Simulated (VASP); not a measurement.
Energy against volume of KCl (rock salt). Method: MS2 meta-GGA, VASP's PBE PAW potentials (set 64) (plane waves; VASP). Run with 520 eV cut-off, 7×7×7 Γ-centred mesh, Gaussian smearing of 0.050 eV, potentials K_sv Cl.

```csv
V (Å³/atom),E (eV/atom)
30.379,-8.61174
31.318,-8.61384
32.258,-8.61257
33.197,-8.60848
```

Task: Fit these four points and predict the energy of the run at 29.439 Å³/atom.

Result: A cubic in V^(−2/3), the third-order Birch-Murnaghan form, passes through the four points with V0 = 31.41 Å³/atom and B0 = 19 GPa, and gives -8.6056 eV/atom there. The run gave -8.6056 eV/atom, +0.0 meV/atom from the fit; all five points give B0 = 19 GPa.

The compound is KCl in the rock salt structure. It was relaxed first.
